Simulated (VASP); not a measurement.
Crystal: ScF3.

```
Sc F
1.0
     4.06248    0.00000    0.00000
     0.00000    4.06248    0.00000
     0.00000    0.00000    4.06248
Sc F
1 3
Cartesian
  0.0000 0.0000 0.0000
  2.0312 0.0000 0.0000
  0.0000 2.0312 0.0000
  0.0000 0.0000 2.0312
```

* Program: VASP 6.6.1
* Task: relaxation of cell and atoms
* Functional: LDA
* Potentials or basis: VASP PAW LDA potentials, release 64 (Sc_sv, F)
* Cutoff: 600 eV
* k mesh: 6 × 6 × 6
* Occupations: gaussian, width 0.02 eV
* Spin: no spin polarisation

At the start: pressure -5.7 GPa; volume 16.76 Å³/atom.

Question: How do energy, volume and symmetry change on relaxing?

Answer: Over 3 steps the energy falls by 18.9 meV/atom and the volume is 15.76 Å³/atom (-6.0 %); space group Pm-3m (No. 221, to 0.05 Å).

Step by step:
```
step  energy change (eV)  largest force (eV/Å)  pressure (GPa)  volume (Å³)
   1              0.0000                0.0000           -5.73        67.05
   2             -0.0608                0.0000            2.99        61.40
   3             -0.0757                0.0000            0.00        63.04
```

Final structure:
```
Sc F
1.0
     3.97991    0.00000    0.00000
     0.00000    3.97991    0.00000
     0.00000    0.00000    3.97991
Sc F
1 3
Direct
  0.00000 0.00000 0.00000
  0.50000 0.00000 0.00000
  0.00000 0.50000 0.00000
  0.00000 0.00000 0.50000
```
